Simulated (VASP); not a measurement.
Computed with rev-vdW-DF2, VASP's PBE PAW potentials (set 64) (plane waves; VASP).

Input for VASP

**INCAR**
```
# general
SYSTEM    =  Zr
PREC      =  Accurate
ENCUT     =  520
LREAL     =  F
LASPH     =  T

# electronic loop
EDIFF     =  1E-6
NELM      =  100
ALGO      =  Normal
LMAXMIX   =  4

# smearing
ISMEAR    =  1
SIGMA     =  0.1

# functional
GGA       =  MK
LUSE_VDW  =  T
AGGAC     =  0.0
PARAM1    =  0.1234568
PARAM2    =  0.7114
ZAB_VDW   =  -1.8867

# ions
IBRION    =  2
NSW       =  60
ISIF      =  3
EDIFFG    =  -0.01

# output
LWAVE     =  F
LCHARG    =  F
```

**POSCAR**
```
Zr
1
    1.6150000000    -2.7972620000     0.0000000000
    1.6150000000     2.7972620000     0.0000000000
    0.0000000000     0.0000000000     5.1500000000
Zr
2
Direct
  0.3333330000   0.6666670000   0.2500000000
  0.6666670000   0.3333330000   0.7500000000
```

### KPOINTS
```
Automatic mesh
0
Gamma
12 12 7
0 0 0
```

POTCAR, in this order: Zr_sv (PBE.64 set). Program: vasp_std.

Question: Estimate the energy per atom (σ→0), volume per atom, band gap (on the k-mesh).

Answer: 
| Item | Result |
|---|---|
| energy per atom (σ→0) | -6.242 eV/atom |
| band gap (on the k-mesh) | none (metal, semimetal or under 0.01 eV) |
| volume per atom | 22.87 Å^3/atom |

### OSZICAR
```
...
   4 F= -.12483421E+02 E0= -.12483365E+02  d E =-.344089E-03
       N       E                     dE             d eps       ncg     rms          rms(c)
DAV:   1    -0.124853468975E+02   -0.19261E-02   -0.11796E-01  2448   0.322E+00    0.243E-01
DAV:   2    -0.124839309503E+02    0.14159E-02   -0.36144E-03  2800   0.476E-01    0.114E-01
DAV:   3    -0.124835318605E+02    0.39909E-03   -0.15791E-03  3304   0.283E-01    0.193E-02
DAV:   4    -0.124835344903E+02   -0.26298E-05   -0.24716E-05  2784   0.485E-02    0.907E-03
DAV:   5    -0.124835350763E+02   -0.58598E-06   -0.14408E-06  2128   0.101E-02
   5 F= -.12483535E+02 E0= -.12483612E+02  d E =-.457858E-03
```

The compound is Zr in the hcp structure. This run relaxes it. Symmetry was kept, so distortions that lower it aren't found.
